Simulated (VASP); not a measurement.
The cell holds one Hf (hcp) (0 0 0 1) slab, with vacuum along c, ions free to move until forces fall under 0.03 eV/Å, no reconstruction beyond this cell, dipole correction on.

Here is the system:

```
Hf
1.0
    3.15753     0.00000     0.00000
   -1.57877     2.73450     0.00000
    0.00000     0.00000    24.81279
Hf
4
Cartesian
  1.57877   0.91150  11.09327
  0.00000   1.82300   8.76945
  1.57877   0.91150  16.04334
  0.00000   1.82300  13.71951
```

Method: PBEsol GGA, VASP's PBE PAW potentials (set 64) (plane waves; VASP). Settings: 400 eV cut-off, 10×10×1 Γ-centred mesh, first-order Methfessel-Paxton smearing of 0.10 eV, potentials Hf_pv.

Slab and bulk use different k-meshes, so the surface energy is good to a few per cent at best. Unless said otherwise, spin-orbit coupling is left out, though it shifts the bands of the heavy elements here.

The surface energy is 1.89 J/m^2 and the work function is 4.49 eV. The band gap (on the k-mesh) comes out as none (metal, semimetal or under 0.01 eV).

The cell is a thin slab with vacuum, built from Hf (hcp): (001) face.
